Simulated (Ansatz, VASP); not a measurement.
## One calculation of ZnSb2C, two programs

File INCAR:

```
SYSTEM = ZnSb2C
PREC     = Accurate       ! precision mode
ENCUT    = 520            ! plane-wave cutoff, eV
EDIFF    = 1E-6           ! SCF threshold, eV
ISMEAR   = -1             ! smearing method
SIGMA    = 0.02           ! smearing width, eV
LREAL    = .False.        ! projectors in reciprocal space
LASPH    = .True.         ! aspherical terms in the spheres
NELM     = 60             ! most SCF steps
ALGO     = Normal         ! electronic algorithm
ISIF     = 2              ! what is computed and relaxed
LWAVE    = .False.        ! write WAVECAR
LCHARG   = .False.        ! write CHGCAR
GGA      = PS             ! functional
NBANDS   = 21             ! bands
```

The input KPOINTS:

```
regular mesh
0
Gamma
  4 4 4
  0 0 0
```

The input POSCAR:

```
ZnSb2C
1.0
    3.8273790815      0.0000000000      0.0000000000
    0.0000000000      3.8273790815      0.0000000000
    0.0000000000      0.0000000000      5.9708967051
Zn Sb C
1 2 1
Direct
    0.0000000000      0.0000000000      0.0000000000
    0.0000000000      0.5000000000      0.2909733445
    0.5000000000      0.0000000000      0.7090266555
    0.5000000000      0.5000000000      0.5000000000
```

Input for Ansatz:

```yaml
crystal:
  lattice:
    - [3.8273790815, 0.0, 0.0]
    - [0.0, 3.8273790815, 0.0]
    - [0.0, 0.0, 5.9708967051]
  atoms:
    - { symbol: Zn, position: [0.0, 0.0, 0.0] }
    - { symbol: Sb, position: [0.0, 0.5, 0.2909733445] }
    - { symbol: C, position: [0.5, 0.5, 0.5] }
    - { symbol: Sb, position: [0.5, 0.0, 0.7090266555] }
kpoints:
  mp_grid: { grid: [4, 4, 4] }
hamiltonian:
  xc: pbesol
scf:
  occupations: { method: fermi_dirac, width: 0.02 }
  n_extra_bands: 5
output:
  forces: true
  stress: true
  eigenvalues: true
  write_density: true
  write_potential: true
  elf: true
  volumetric_format: npy
```

The cell was built by a generator and needn't be a form met in nature.

Alike in both runs: task single point; functional PBEsol; k mesh 4 × 4 × 4; occupations fermi-dirac, width 0.02 eV; no spin polarisation.

|  | VASP | Ansatz |
| --- | --- | --- |
| version | VASP 6.6.1 | Ansatz 0.2.0 |
| potentials or method | VASP PAW PBE potentials, release 64 (Zn, Sb, C) | plane waves, PAW |
| plane-wave cutoff (eV) | 520 | 420 |
| valence electrons in the cell | 26 | 46 |

Ansatz gave:

| Quantity | Value |
| --- | --- |
| pressure (GPa) | -1.1 |
| largest component of the traceless stress (GPa) | 0.49 |
| rms of the force components (eV/Å) | 0.227 |

Task: Which values does VASP return?

Result: Pressure (GPa): -0.9; largest component of the traceless stress (GPa): 0.49; rms of the force components (eV/Å): 0.221.

With one functional, cell and mesh, what is left measures potentials, basis and numerics. The two sets of potentials don't hold the same shells in valence.

Caveats: the k mesh is coarse (spacing up to 0.41 Å⁻¹), so the values aren't converged; the PAW data sets were made with another functional, which shifts forces and pressure a little (VASP). The runs have no spin-orbit coupling, so splittings on Sb are missing.
